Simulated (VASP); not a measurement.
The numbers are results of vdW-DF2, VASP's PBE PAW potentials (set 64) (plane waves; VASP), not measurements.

VASP input:

KPOINTS:
```
Automatic mesh
0
Gamma
8 8 8
0 0 0
```

**INCAR**
```
AGGAC  =  0.0
ALGO  =  Normal
EDIFF  =  1E-6
EDIFFG  =  -0.01
ENCUT  =  520
GGA  =  ML
IBRION  =  2
ISIF  =  3
ISMEAR  =  0
LASPH  =  .True.
LCHARG  =  .False.
LREAL  =  .False.
LUSE_VDW  =  .True.
LWAVE  =  .False.
NELM  =  100
NSW  =  60
PREC  =  Accurate
SIGMA  =  0.05
SYSTEM  =  LiCl
ZAB_VDW  =  -1.8867
```

POSCAR:
```
LiCl
1.0
  0.0000000000   2.5700000000   2.5700000000
  2.5700000000   0.0000000000   2.5700000000
  2.5700000000   2.5700000000   0.0000000000
Li Cl
1 1
Cartesian
  0.0000000000   0.0000000000   0.0000000000
  2.5700000000   2.5700000000   2.5700000000
```

POTCAR, in this order: Li_sv Cl (PBE.64 set). Program: vasp_std.

Output

### OSZICAR
```
       N       E                     dE             d eps       ncg     rms          rms(c)
DAV:   1     0.492540514879E+02    0.49254E+02   -0.42900E+03   522   0.102E+03
DAV:   2    -0.314050665838E+01   -0.52395E+02   -0.50636E+02   720   0.165E+02
DAV:   3    -0.533950800287E+01   -0.21990E+01   -0.21970E+01   633   0.409E+01
DAV:   4    -0.540434347927E+01   -0.64835E-01   -0.64717E-01   832   0.655E+00
DAV:   5    -0.540492644785E+01   -0.58297E-03   -0.58294E-03   687   0.611E-01    0.232E+00
DAV:   6    -0.526158260201E+01    0.14334E+00   -0.38659E-01   571   0.390E+00    0.167E+00
DAV:   7    -0.525939055869E+01    0.21920E-02   -0.10264E-01   705   0.243E+00    0.122E+00
DAV:   8    -0.526342813912E+01   -0.40376E-02   -0.14829E-02   548   0.153E+00    0.189E-01
DAV:   9    -0.526336060609E+01    0.67533E-04   -0.11144E-03   817   0.263E-01    0.101E-01
DAV:  10    -0.526343931906E+01   -0.78713E-04   -0.19871E-04   556   0.192E-01    0.325E-02
DAV:  11    -0.526344192115E+01   -0.26021E-05   -0.71699E-06   617   0.385E-02    0.120E-02
DAV:  12    -0.526344139810E+01    0.52304E-06   -0.97976E-07   552   0.152E-02
   1 F= -.52634414E+01 E0= -.52634414E+01  d E =-.526344E+01
       N       E                     dE             d eps       ncg     rms          rms(c)
DAV:   1    -0.527725139021E+01   -0.13809E-01   -0.22588E-01   522   0.356E+00    0.720E-01
DAV:   2    -0.526682112984E+01    0.10430E-01   -0.29754E-02   668   0.120E+00    0.248E-01
DAV:   3    -0.526575608496E+01    0.10650E-02   -0.44588E-03   542   0.431E-01    0.149E-01
DAV:   4    -0.526574291958E+01    0.13165E-04   -0.16602E-04   811   0.152E-01    0.373E-02
DAV:   5    -0.526574288203E+01    0.37544E-07   -0.28712E-05   683   0.605E-02    0.156E-02
DAV:   6    -0.526574317403E+01   -0.29199E-06   -0.69046E-07   557   0.927E-03
   2 F= -.52657432E+01 E0= -.52657432E+01  d E =-.230178E-02
       N       E                     dE             d eps       ncg     rms          rms(c)
DAV:   1    -0.527044238981E+01   -0.46995E-02   -0.81870E-02   522   0.214E+00    0.436E-01
DAV:   2    -0.526665619520E+01    0.37862E-02   -0.10847E-02   668   0.724E-01    0.149E-01
DAV:   3    -0.526627722120E+01    0.37897E-03   -0.15963E-03   542   0.258E-01    0.901E-02
DAV:   4    -0.526627146231E+01    0.57589E-05   -0.61199E-05   811   0.933E-02    0.222E-02
DAV:   5    -0.526627104287E+01    0.41944E-06   -0.10419E-05   675   0.365E-02    0.926E-03
DAV:   6    -0.526627123349E+01   -0.19062E-06   -0.23227E-07   384   0.560E-03
   3 F= -.52662712E+01 E0= -.52662712E+01  d E =-.282984E-02
       N       E                     dE             d eps       ncg     rms          rms(c)
DAV:   1    -0.526670274867E+01   -0.43171E-03   -0.77770E-03   522   0.661E-01    0.135E-01
DAV:   2    -0.526634579699E+01    0.35695E-03   -0.10311E-03   668   0.223E-01    0.458E-02
DAV:   3    -0.526630980648E+01    0.35991E-04   -0.15013E-04   543   0.793E-02    0.280E-02
DAV:   4    -0.526630781495E+01    0.19915E-05   -0.58906E-06   810   0.292E-02    0.680E-03
DAV:   5    -0.526630749845E+01    0.31650E-06   -0.93349E-07   410   0.113E-02
   4 F= -.52663075E+01 E0= -.52663075E+01  d E =-.286610E-02
```

File OUTCAR:
```
------------------------ aborting loop because EDIFF is reached ----------------------------------------
  FORCE on cell =-STRESS in cart. coord.  units (eV):
  Direction    XX          YY          ZZ          XY          YZ          ZX
  --------------------------------------------------------------------------------------
  Total        0.0018393      0.0018393      0.0018393      0.0000000      0.0000000      0.0000000
  in kB        0.0844879      0.0844879      0.0844879      0.0000000      0.0000000      0.0000000
  external PRESSURE =       0.0844879 kB  Pullay stress =       0.0000000 kB
  volume of cell :       34.88
      direct lattice vectors                 reciprocal lattice vectors
     0.000000000  2.593245811  2.593245811    -0.192808564  0.192808564  0.192808564
     2.593245811  0.000000000  2.593245811     0.192808564 -0.192808564  0.192808564
     2.593245811  2.593245811  0.000000000     0.192808564  0.192808564 -0.192808564
  FREE ENERGIE OF THE ION-ELECTRON SYSTEM (eV)
  ---------------------------------------------------
  free  energy   TOTEN  =        -5.2663074985 eV

  energy  without entropy=       -5.2663074985  energy(sigma->0) =       -5.26630750

 reached required accuracy - stopping structural energy minimisation
```
(Selected blocks of OUTCAR.)

### CONTCAR
```
LiCl
   1.00000000000000
     0.0000000000000000    2.5932458106536722    2.5932458106536722
     2.5932458106536722    0.0000000000000000    2.5932458106536722
     2.5932458106536722    2.5932458106536722    0.0000000000000000
  Li              Cl
     1     1
Direct
     1.0000000000000000    0.0000000000000000    1.0000000000000000
     0.5000000000000000    0.5000000000000000    0.5000000000000000
```

Energy and stress use the plane-wave basis of the starting cell.

The compound is LiCl in the rock salt structure. This run relaxes it. Symmetry was kept, so distortions that lower it aren't found.
